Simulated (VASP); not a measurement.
Data:

```
BaTiO3
1.0
    3.94086     0.00000     0.00000
    0.00000     3.94086     0.00000
    0.00000     0.00000     4.00432
Ba Ti O
1 1 3
Direct
  0.00000   0.00000   0.00040
  0.50000   0.50000   0.51438
  0.50000   0.50000   0.97755
  0.00000   0.50000   0.48584
  0.50000   0.00000   0.48584
```

Method: LDA (Ceperley-Alder, Perdew-Zunger), VASP's LDA PAW potentials (set 64) (plane waves; VASP). Settings: 520 eV cut-off, 7×7×7 Γ-centred mesh, Gaussian smearing of 0.010 eV, potentials Ba_sv Ti_sv O.

The dielectric response may not be converged in the k-mesh; for small gaps it tends to come out too large.

**Question.** The job: BaTiO3 (tetragonal perovskite), 5 atoms, LDA, DFPT for ε, Born charges and Γ modes, 520 eV, 7×7×7 Γ-centred mesh. Roughly how much core time does it take on a busy server core?

**Answer.** About 30 core-minutes (one run on a shared machine, a rough figure). It had 40 irreducible k-points, 24 bands, up to 1699 plane waves and 503 electronic steps.

The compound is BaTiO3 in the tetragonal perovskite structure. It was relaxed first.
